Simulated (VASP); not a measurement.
# PC2 (P6_3/mmc) in VASP: a series of runs, part 2 of 2

VASP 6.6.1. The steps go on from the part before.

### Step 5. Single point, PBE

INCAR reads:

```
SYSTEM = PC2
PREC = Accurate
ENCUT = 520
EDIFF = 1E-6
ISMEAR = 0
SIGMA = 0.1
LREAL = .FALSE.
LASPH = .TRUE.
NELM = 100
ALGO = Normal
ISIF = 2
LWAVE = .FALSE.
LCHARG = .FALSE.
GGA = PE
NBANDS = 22
```

KPOINTS reads:

```
regular mesh
0
G
  9 9 4
  0 0 0
```

POSCAR reads:

```
PC2
1.0
    2.8516016523      0.0000000000      0.0000000000
   -1.4258008261      2.4695594723      0.0000000000
    0.0000000000      0.0000000000      7.0327964061
P C
2 4
Direct
    0.0000000000      0.0000000000      0.5000000000
    0.0000000000      0.0000000000      0.0000000000
    0.6666666667      0.3333333333      0.3508700061
    0.3333333333      0.6666666667      0.6491299939
    0.3333333333      0.6666666667      0.8508700061
    0.6666666667      0.3333333333      0.1491299939
```

Command:

```sh
$ cat potpaw_PBE.64/P/POTCAR potpaw_PBE.64/C/POTCAR > POTCAR
$ mpirun -np 1 vasp_std > vasp.out
```

Run time: 16 s. Hardware: 1 thread of Intel Xeon 6975P-C (Granite Rapids), shared host; peak memory 0.18 GiB.

It converged, with:

- Free energy: -43.1618 eV
- Pressure: -0.3 GPa
- Largest force: 0.068 eV/Å
- Band gap on the k mesh: none (metal or under the smearing width)

Forces in eV/Å, atoms in the order of the input:
```
P    0.000  0.000  0.000
P    0.000  0.000  0.000
C    0.000  0.000  0.068
C    0.000  0.000 -0.068
C    0.000  0.000  0.068
C    0.000  0.000 -0.068
```

Stress tensor (GPa, compression positive):
```
-0.44  0.00  0.00
 0.00 -0.44  0.00
 0.00  0.00  0.09
```

Levels at points of the mesh, in eV from the Fermi level:
| k point | band 9 | band 10 | band 11 | band 12 | band 13 | band 14 | band 15 | band 16 | band 17 | band 18 |
| --- | --- | --- | --- | --- | --- | --- | --- | --- | --- | --- |
| (0.00, 0.00, 0.00) | -2.14 | -2.14 | 0.49 | 0.49 | 1.26 | 1.26 | 5.25 | 5.26 | 5.26 | 5.38 |
| (0.00, 0.00, 0.50) | -2.14 | -2.14 | 0.78 | 0.78 | 0.78 | 0.78 | 5.34 | 5.34 | 6.55 | 6.55 |

### Step 6. Relaxation of cell and atoms, PBE

This run uses another cell than the first one, of 7.70 Å³/atom, 0.933 times its volume.

INCAR reads:

```
SYSTEM = PC2
ALGO = Normal
EDIFF = 1E-7
EDIFFG = -0.04
ENCUT = 600
GGA = PE
IBRION = 2
ISIF = 3
ISMEAR = 0
LASPH = .True.
LCHARG = .False.
LREAL = .False.
LWAVE = .False.
NELM = 60
NSW = 90
PREC = Accurate
SIGMA = 0.1
```

KPOINTS reads:

```
k-points
0
Gamma
  9 9 4
  0 0 0
```

POSCAR reads:

```
PC2
1.0
    2.7576859400      0.0000000000      0.0000000000
   -1.3788429700      2.3882260800      0.0000000000
    0.0000000000      0.0000000000      7.0193396500
P C
2 4
Direct
    0.0000000000      0.0000000000      0.5000000000
    0.0000000000      0.0000000000      0.0000000000
    0.6666666700      0.3333333300      0.3797952800
    0.3333333300      0.6666666700      0.6202047200
    0.3333333300      0.6666666700      0.8797952800
    0.6666666700      0.3333333300      0.1202047200
```

Potentials or basis: VASP PAW PBE potentials, release 64 (P, C).

Command:

```sh
$ cat potpaw_PBE.64/P/POTCAR potpaw_PBE.64/C/POTCAR > POTCAR
$ mpirun -np 1 vasp_std > vasp.out
```

OUTCAR:

```text
SYSTEM = PC2
   EDIFF = 1E-7
   EDIFFG = -0.04
   ENCUT = 600
   GGA = PE
   IBRION = 2
   ISIF = 3
   ISMEAR = 0
   LASPH = .True.
   LREAL = .False.
   NELM = 60
   NSW = 90
   PREC = Accurate

 ion  position               nearest neighbor table
   1  0.000  0.000  0.500-   3 1.80   4 1.80   3 1.80   4 1.80   3 1.80   4 1.80
   2  0.000  0.000  0.000-   5 1.80   6 1.80   6 1.80   5 1.80   6 1.80   5 1.80
   3  0.667  0.333  0.380-   1 1.80   1 1.80   1 1.80   6 1.82
   4  0.333  0.667  0.620-   1 1.80   1 1.80   1 1.80   5 1.82
   5  0.333  0.667  0.880-   2 1.80   2 1.80   2 1.80   4 1.82
   6  0.667  0.333  0.120-   2 1.80   2 1.80   2 1.80   3 1.82

  LATTYP: Found a hexagonal cell.
 ALAT       =     2.7576859400
 C/A-ratio  =     2.5453731145

  Lattice vectors:

 A1 = (   2.7576859400,   0.0000000000,   0.0000000000)
[... 793 lines left out ...]
     17      17.6640      0.00000

 [... further k-points ...]

[... ionic steps 4 to 10 ...]

--------------------------------------- Ionic step       11  -------------------------------------------

 number of electron      25.9999998 magnetization

------------------------ aborting loop because EDIFF is reached ----------------------------------------
[... 75 lines left out ...]
--------------------------------------- Ionic step       13  -------------------------------------------

 number of electron      25.9999998 magnetization

 Free energy of the ion-electron system (eV)
  ---------------------------------------------------
  ext. energy  EPLUGINS =         0.00000000
  ---------------------------------------------------
  free energy    TOTEN  =       -43.16366926 eV

  energy without entropy =      -43.15612659  energy(sigma->0) =      -43.15989792

 E-fermi :  10.0637     XC(G=0): -12.3539

 val. band max:        9.9834840469   @ k =   0.1111   0.0000   0.2500
 cond. band min:      10.0951650305   @ k =   0.2222   0.1111   0.5000
 fundamental gap:      0.1116809836
 Fermi energy:        10.0636696617

 k-point     1 :       0.0000    0.0000    0.0000
  band No.  band energies     occupation
      1      -9.4453      2.00000
      2      -7.6914      2.00000
      3      -6.0702      2.00000
      4      -0.4645      2.00000
      5       0.6237      2.00000
      6       6.5745      2.00000
[... 504 lines left out ...]
  FREE ENERGIE OF THE ION-ELECTRON SYSTEM (eV)
  ---------------------------------------------------
  free  energy   TOTEN  =       -43.1636692613 eV

  energy  without entropy=      -43.1561265853  energy(sigma->0) =      -43.15989792

 reached required accuracy - stopping structural energy minimisation
```

CONTCAR:

```text
PC2
   1.00000000000000
     2.8486313297850216   -0.0000000000000000    0.0000000000000000
    -1.4243156648925108    2.4669870979377064    0.0000000000000000
    -0.0000000000000000    0.0000000000000000    7.0301072562727613
  P               C
     2     4
Direct
     0.0000000000000000    0.0000000000000000    0.5000000000000000
     0.0000000000000000    0.0000000000000000    0.0000000000000000
     0.6666666699999979    0.3333333300000021    0.3510081251819743
     0.3333333300000021    0.6666666699999979    0.6489918748180257
     0.3333333300000021    0.6666666699999979    0.8510081251819743
     0.6666666699999979    0.3333333300000021    0.1489918748180258

  0.00000000E+00  0.00000000E+00  0.00000000E+00
  0.00000000E+00  0.00000000E+00  0.00000000E+00
  0.00000000E+00  0.00000000E+00  0.00000000E+00
  0.00000000E+00  0.00000000E+00  0.00000000E+00
  0.00000000E+00  0.00000000E+00  0.00000000E+00
  0.00000000E+00  0.00000000E+00  0.00000000E+00
```

It took 2.3 min on 1 thread of Intel Xeon 6975P-C (Granite Rapids), shared host; peak memory 0.19 GiB.

Results:

```
Free energy                            : -43.1637 eV
Relaxed volume                         : 8.23 Å³/atom
Relaxed cell                           : a = 2.849 Å, b = 2.849 Å, c = 7.030 Å, α = 90.00°, β = 90.00°, γ = 120.00°
Space group after relaxing (to 0.05 Å) : P6_3/mmc (No. 194)
Energy gained by relaxing              : 790.5 meV/atom
Ionic steps                            : 13
Pressure after relaxing                : 0.1 GPa
Largest force after relaxing           : 0.007 eV/Å
Band gap on the k mesh                 : none (metal or under the smearing width)
```

Forces in eV/Å, atoms in the order of the input:
```
P    0.000  0.000  0.000
P    0.000  0.000  0.000
C    0.000  0.000 -0.007
C    0.000  0.000  0.007
C    0.000  0.000 -0.007
C    0.000  0.000  0.007
```

The path:
```csv
step,energy change (eV),largest force (eV/Å),pressure (GPa),volume (Å³)
1,0.0000,8.4799,44.13,46.23
2,7.0246,40.2012,59.66,61.72
3,-3.4413,5.4693,1.94,49.49
4,-4.2076,3.6713,-8.36,50.99
5,-4.5594,0.8581,-14.67,52.87
6,-4.1795,5.3082,17.67,48.12
7,-4.6772,0.6756,-5.64,51.15
8,-4.7197,0.6714,3.76,48.55
9,-4.7414,0.1787,-0.09,49.48
10,-4.7423,0.1688,0.76,49.29
11,-4.7431,0.0242,0.40,49.37
12,-4.7431,0.0434,-0.29,49.45
13,-4.7433,0.0072,0.08,49.40
```

Final structure:
```
P C
1.0
     2.84863    0.00000    0.00000
    -1.42432    2.46699    0.00000
     0.00000    0.00000    7.03011
P C
2 4
Direct
  0.00000 0.00000 0.50000
  0.00000 0.00000 0.00000
  0.66667 0.33333 0.35101
  0.33333 0.66667 0.64899
  0.33333 0.66667 0.85101
  0.66667 0.33333 0.14899
```

### Step 7. Overview

```tsv
task	cell	k mesh	cutoff (eV)	gap on the mesh (eV)	pressure (GPa)	relaxed volume (Å³/atom)	largest force (eV/Å)
single point	P6_3/mmc, 8.25 Å³/atom	15 × 15 × 6	520	none	-0.3	-	0.07
relaxation of cell and atoms	relaxed	15 × 15 × 6	600	none	0.0	8.24	0.01
single point	P6_3/mmc, 7.7 Å³/atom	9 × 9 × 4	520	none	44.3	-	8.48
single point	P6_3/mmc, 8.25 Å³/atom	9 × 9 × 4	520	none	-0.3	-	0.07
relaxation of cell and atoms	relaxed	9 × 9 × 4	600	none	0.1	8.23	0.01
```

Alike in all rows: level PBE; potentials or basis VASP PAW PBE potentials, release 64 (P, C); no spin polarisation; smearing gaussian 0.1 eV.

Every run on the cell as given and a fine mesh finds a metal.

Caveats: a pressure of tens of GPa on the cell as given is suspect, and the run, the potentials or the cell itself is likely at fault (some runs); forces of over 1 eV/Å show positions far from the minimum, so gaps and moduli don't describe the material at rest (some runs).

Total energies depend on the potentials used, so only differences within one code and one set of settings carry meaning.
